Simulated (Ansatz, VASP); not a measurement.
## Cross-check of SrCd between VASP and Ansatz

One calculation is typed for both programs; each brings its own data sets. How far apart do they land? The cell is taken from a series of runs on this material, whose earlier steps may have relaxed, scaled, displaced or heated it; both programs get it as it stands.

Method: plane waves, with VASP 6.6.1 beside it; zone-centre phonons at PBEsol, in Ansatz 0.2.0.

### 1. Set-up

The structure is cubic, space group Pm-3m (No. 221). The conventional cell has a = 3.972 Å, b = 3.972 Å, c = 3.972 Å, α = 90.00°, β = 90.00°, γ = 90.00°. Sr has 8 Cd at 3.44 Å nearest. Nearest to Cd lie 8 Sr at 3.44 Å. Farther neighbours are not listed.

Structure file:

```xyz
2
Lattice="3.9718 0.0000 0.0000 0.0000 3.9718 0.0000 0.0000 0.0000 3.9718" Properties=species:S:1:pos:R:3 pbc="T T T"
Sr    1.9859    1.9859    1.9859
Cd    0.0000    0.0000    0.0000
```

### 2. VASP: zone-centre phonons, PBEsol

Second derivatives magnify differences that forces hide, and they need a tight electronic threshold.

Lines of VASP's logs that name or quote its potential files are left out, and so is its time.

INCAR reads:

```
SYSTEM = SrCd
PREC = Accurate
ENCUT = 500
EDIFF = 1E-08
NELM = 120
ISMEAR = -1
SIGMA = 0.1
LREAL = .FALSE.
ALGO = Normal
GGA = PS
NBANDS = 17
LORBIT = 11
LWAVE = .FALSE.
LCHARG = .FALSE.
ISIF = 2
IBRION = 8
LASPH = .TRUE.
GGA_COMPAT = .FALSE.
KPAR = 2
```

POSCAR reads:

```
SrCd
1.0
    3.9718423159      0.0000000000      0.0000000000
    0.0000000000      3.9718423159      0.0000000000
    0.0000000000      0.0000000000      3.9718423159
Sr Cd
1 1
Direct
    0.5000000000      0.5000000000      0.5000000000
    0.0000000000      0.0000000000      0.0000000000
```

KPOINTS reads:

```
Automatic mesh
0
Gamma
12 12 12
0 0 0
```

PAW data sets: Sr_sv and Cd (PBE family, release 64).

The run is started by

```console
mpirun -np 2 vasp_std
```

Numbers of over 12 decimals in the logs are rounded to 6 here.

Output:

```text
[banner, memory and clock lines left out]
running    2 mpi-ranks, on    1 nodes
 distrk:  each k-point on    1 cores,    2 groups
 distr:  one band on    1 cores,    1 groups

 POSCAR found type information on POSCAR SrCd
 POSCAR found :  2 types and       2 ions
|                                                                             |
|               ----> ADVICE to this user running VASP <----                  |
|                                                                             |
|     You enforced a specific xc type in the INCAR file but a different       |
|     [... a line on the potential file left out ...]
|     I HOPE YOU KNOW WHAT YOU ARE DOING!                                     |
|                                                                             |

 LDA part: xc-table for (Slater+PW92), standard interpolation
 POSCAR, INCAR and KPOINTS ok, starting setup
 FFT: planning ... GRIDC
 FFT: planning ... GRID_SOFT
 FFT: planning ... GRID
 WAVECAR not read
 entering main loop
       N       E                     dE             d eps       ncg     rms          rms(c)
DAV:   1     0.129592431139E+03    0.12959E+03   -0.11241E+04  2896   0.117E+03
DAV:   2     0.242069239805E+01   -0.12717E+03   -0.12408E+03  3218   0.290E+02
DAV:   3    -0.380362308393E+01   -0.62243E+01   -0.61965E+01  4885   0.554E+01
DAV:   4    -0.387847363748E+01   -0.74851E-01   -0.74796E-01  3419   0.458E+00
DAV:   5    -0.387963025228E+01   -0.11566E-02   -0.11562E-02  4138   0.402E-01    0.179E+01
DAV:   6    -0.370816381187E+01    0.17147E+00   -0.61503E-01  3182   0.651E+00    0.942E+00
DAV:   7    -0.370036432994E+01    0.77995E-02   -0.48942E-02  3429   0.167E+00    0.170E+00
DAV:   8    -0.369939350351E+01    0.97083E-03   -0.65890E-03  4217   0.797E-01    0.205E-01
DAV:   9    -0.369938407947E+01    0.94240E-05   -0.41878E-04  3883   0.132E-01    0.351E-02
DAV:  10    -0.369940187135E+01   -0.17792E-04   -0.41620E-05  4401   0.359E-02    0.175E-02
DAV:  11    -0.369940719021E+01   -0.53189E-05   -0.35137E-06  3403   0.135E-02    0.561E-03
DAV:  12    -0.369940707035E+01    0.11986E-06   -0.24401E-07  4103   0.364E-03    0.222E-03
DAV:  13    -0.369940695996E+01    0.11038E-06   -0.62726E-08  4753   0.111E-03    0.142E-03
DAV:  14    -0.369940696672E+01   -0.67607E-08   -0.19602E-09  1715   0.351E-04
   1 F= -.36994070E+01 E0= -.36751379E+01  d E =-.485381E-01
 Linear response reoptimize wavefunctions to high precision
DAV:   1    -0.369940695108E+01    0.15643E-07   -0.38783E-10  1768   0.168E-04
DAV:   2    -0.369940695106E+01    0.24102E-10   -0.91778E-11  1624   0.485E-05
 Linear response DOF=           2
 Linear response progress:
  Degree of freedom:   1/  2
       N       E                     dE             d eps       ncg     rms          rms(c)
RMM:   1    -0.295132868080E+00   -0.29513E+00    0.97304E-01 10844   0.375E+00
RMM:   2    -0.292570399002E+00    0.25625E-02   -0.37664E-02 11130   0.720E-01    0.129E-01
RMM:   3    -0.293911451626E+00   -0.13411E-02   -0.29840E-03 12573   0.231E-01    0.106E-01
RMM:   4    -0.294007653201E+00   -0.96202E-04   -0.37688E-04 13488   0.935E-02    0.504E-02
RMM:   5    -0.294141530777E+00   -0.13388E-03   -0.70152E-05 13787   0.357E-02    0.122E-02
RMM:   6    -0.294213367503E+00   -0.71837E-04   -0.13847E-05 14016   0.148E-02    0.373E-03
RMM:   7    -0.294199516710E+00    0.13851E-04   -0.57688E-06 14980   0.532E-03    0.102E-03
RMM:   8    -0.294193382398E+00    0.61343E-05   -0.25505E-05 15239   0.259E-03    0.402E-04
RMM:   9    -0.294192781582E+00    0.60082E-06   -0.26138E-05 15670   0.136E-03    0.108E-04
RMM:  10    -0.294190266762E+00    0.25148E-05   -0.18227E-05 16038   0.817E-04    0.919E-05
RMM:  11    -0.294189362289E+00    0.90447E-06   -0.11117E-05 16047   0.517E-04    0.162E-05
RMM:  12    -0.294189111627E+00    0.25066E-06   -0.72223E-06 16470   0.347E-04    0.136E-05
RMM:  13    -0.294189160973E+00   -0.49346E-07   -0.45618E-06 15731   0.250E-04    0.166E-05
RMM:  14    -0.294189186882E+00   -0.25908E-07   -0.31526E-06 15718   0.192E-04    0.316E-05
RMM:  15    -0.294189285920E+00   -0.99038E-07   -0.19760E-06 15069   0.155E-04    0.274E-05
RMM:  16    -0.294189290389E+00   -0.44683E-08   -0.14158E-06 14899   0.130E-04    0.419E-06
RMM:  17    -0.294189295004E+00   -0.46152E-08   -0.93679E-07 13648   0.110E-04    0.953E-06
RMM:  18    -0.294189296694E+00   -0.16900E-08   -0.64724E-07 12602   0.973E-05    0.928E-06
RMM:  19    -0.294189292851E+00    0.38425E-08   -0.43994E-07 12575   0.884E-05    0.104E-05
RMM:  20    -0.294189308795E+00   -0.15943E-07   -0.31858E-07 14028   0.824E-05    0.155E-06
RMM:  21    -0.294189316326E+00   -0.75317E-08   -0.20545E-07 13189   0.774E-05    0.148E-06
RMM:  22    -0.294189316779E+00   -0.45283E-09   -0.16323E-07 11563   0.737E-05    0.846E-07
RMM:  23    -0.294189316407E+00    0.37194E-09   -0.11989E-07 11245   0.711E-05    0.109E-06
RMM:  24    -0.294189317137E+00   -0.73019E-09   -0.95801E-08 11093   0.693E-05    0.124E-06
 first order change of Fermi-energy  -0.93700E-05
 force on displaced ion       1 direction 1 :  -2.082  -0.000   0.000
 Linear response progress:
  Degree of freedom:   2/  2
       N       E                     dE             d eps       ncg     rms          rms(c)
RMM:   1    -0.429050024295E+00   -0.42905E+00   -0.24592E-01 11288   0.259E+00
RMM:   2    -0.429882228006E+00   -0.83220E-03   -0.11948E-03 10697   0.217E-01    0.990E-02
RMM:   3    -0.429759260502E+00    0.12297E-03   -0.79071E-05 12147   0.373E-02    0.558E-02
RMM:   4    -0.429639397702E+00    0.11986E-03   -0.42431E-05 12167   0.351E-02    0.633E-03
RMM:   5    -0.429636542853E+00    0.28548E-05   -0.80583E-06 13352   0.870E-03    0.379E-03
RMM:   6    -0.429621500507E+00    0.15042E-04   -0.18974E-06 12816   0.589E-03    0.110E-03
RMM:   7    -0.429612523813E+00    0.89767E-05   -0.42066E-07 14308   0.202E-03    0.669E-04
RMM:   8    -0.429606434469E+00    0.60893E-05   -0.36343E-08 14637   0.904E-04    0.268E-04
RMM:   9    -0.429606459342E+00   -0.24873E-07   -0.40889E-08 15194   0.415E-04    0.190E-04
RMM:  10    -0.429606402895E+00    0.56447E-07    0.28665E-08 15074   0.230E-04    0.666E-05
RMM:  11    -0.429606364876E+00    0.38018E-07   -0.50222E-10 15430   0.150E-04    0.165E-05
RMM:  12    -0.429606358165E+00    0.67116E-08   -0.32587E-09 15732   0.100E-04    0.197E-05
 first order change of Fermi-energy  -0.15236E-03
 force on displaced ion       2 direction 1 :  -2.098   0.000   0.000
 Linear response finished
```

From OUTCAR (step 2):

```text
ion  position               nearest neighbor table
   1  0.500  0.500  0.500-   2 3.44   2 3.44   2 3.44   2 3.44   2 3.44   2 3.44   2 3.44   2 3.44

  LATTYP: Found a simple cubic cell.
 ALAT       =     3.9718423159

 Subroutine GETGRP returns: Found 48 space group operations
 (whereof 48 operations were pure point group operations)

The static configuration has the point symmetry O_h .

 Found     84 irreducible k-points:

   k-points           NKPTS =     84   k-points in BZ     NKDIM =     84   number of bands    NBANDS=     17

   dimension x,y,z NGX =    30 NGY =   30 NGZ =   30
   dimension x,y,z NGXF=    60 NGYF=   60 NGZF=   60

   ENCUT  =  500.0 eV  36.75 Ry    6.06 a.u.   7.24  7.24  7.24*2*pi/ulx,y,z

   NELECT =      22.0000    total number of electrons

 k-points in reciprocal lattice and weights: Automatic mesh
   0.00000000  0.00000000  0.00000000       0.001
   0.08333333  0.00000000  0.00000000       0.003
   0.16666667  0.00000000  0.00000000       0.003
   0.25000000  0.00000000  0.00000000       0.003
   0.33333333  0.00000000  0.00000000       0.003
   0.41666667  0.00000000  0.00000000       0.003
   0.50000000  0.00000000  0.00000000       0.002
   0.08333333  0.08333333  0.00000000       0.007
   0.16666667  0.08333333  0.00000000       0.014
[...]
0.50000000  0.50000000  0.41666667       0.003
   0.50000000  0.50000000  0.50000000       0.001

 average (electrostatic) potential at core
       1 -39.0899       2 -39.4863

  Total        0.0895207      0.0895207      0.0895207     -0.0000000      0.0000000     -0.0000000
  in kB        2.2890640      2.2890640      2.2890640     -0.0000000      0.0000000     -0.0000000
  external PRESSURE =       2.2890640 kB  Pullay stress =       0.0000000 kB

  energy-cutoff  :      500.00
  volume of cell :       62.66
      direct lattice vectors                 reciprocal lattice vectors
     3.971842316  0.000000000  0.000000000     0.251772331  0.000000000  0.000000000
     0.000000000  3.971842316  0.000000000     0.000000000  0.251772331  0.000000000
     0.000000000  0.000000000  3.971842316     0.000000000  0.000000000  0.251772331

 POSITION                                       TOTAL-FORCE (eV/Angst)
 -----------------------------------------------------------------------------------
      1.98592      1.98592      1.98592         0.000000      0.000000      0.000000
      0.00000      0.00000      0.00000         0.000000      0.000000      0.000000
 -----------------------------------------------------------------------------------
    total drift:                                0.000000      0.000000     -0.000000

 Eigenvectors and eigenvalues of the dynamical matrix
 ----------------------------------------------------

   1 f  =    3.219864 THz    20.231003 2PiTHz  107.403106 cm-1    13.316282 meV
             X         Y         Z           dx          dy          dz
      1.985921  1.985921  1.985921    -0.748419   -0.000000   -0.000000
      0.000000  0.000000  0.000000     0.663226    0.000000    0.000000

   2 f  =    3.219864 THz    20.231003 2PiTHz  107.403106 cm-1    13.316282 meV
             X         Y         Z           dx          dy          dz
      1.985921  1.985921  1.985921    -0.000000   -0.000000    0.748419
      0.000000  0.000000  0.000000     0.000000    0.000000   -0.663226

   3 f  =    3.219864 THz    20.231003 2PiTHz  107.403106 cm-1    13.316282 meV
             X         Y         Z           dx          dy          dz
      1.985921  1.985921  1.985921     0.000000   -0.748419   -0.000000
      0.000000  0.000000  0.000000     0.000000    0.663226    0.000000

   4 f/i=    0.005958 THz     0.037438 2PiTHz    0.198752 cm-1     0.024642 meV
             X         Y         Z           dx          dy          dz
      1.985921  1.985921  1.985921    -0.000000   -0.584965   -0.312545
      0.000000  0.000000  0.000000    -0.000000   -0.660105   -0.352693

   5 f/i=    0.005958 THz     0.037438 2PiTHz    0.198752 cm-1     0.024642 meV
             X         Y         Z           dx          dy          dz
      1.985921  1.985921  1.985921    -0.663226   -0.000000   -0.000000
      0.000000  0.000000  0.000000    -0.748419    0.000000    0.000000

   6 f/i=    0.005958 THz     0.037438 2PiTHz    0.198752 cm-1     0.024642 meV
             X         Y         Z           dx          dy          dz
      1.985921  1.985921  1.985921    -0.000000   -0.312545    0.584965
      0.000000  0.000000  0.000000     0.000000   -0.352693    0.660105

 ELASTIC MODULI CONTR FROM IONIC RELAXATION (kBar)
 Direction    XX          YY          ZZ          XY          YZ          ZX
 --------------------------------------------------------------------------------
 XX           0.0000      0.0000      0.0000      0.0000      0.0000      0.0000
 YY           0.0000      0.0000      0.0000      0.0000      0.0000      0.0000
 ZZ           0.0000      0.0000      0.0000      0.0000      0.0000      0.0000
 XY           0.0000      0.0000      0.0000      0.0000      0.0000      0.0000
 YZ           0.0000      0.0000      0.0000      0.0000      0.0000      0.0000
 ZX           0.0000      0.0000      0.0000      0.0000      0.0000      0.0000
 --------------------------------------------------------------------------------
```

(Part 1 of 2 ends here.)

[Lines on the potential files, build, host, timing and source positions are cut from VASP's logs without a mark.]

[Logs are printed without paths, hosts, clocks, repeated set-up lines and the standing remarks that a program may print on its own settings, such as how far it seeks lower states.]

[Hosts, paths, dates, database ids (printed as entryN), source tags and the programs' standing remarks are cut or masked in the printed files.]
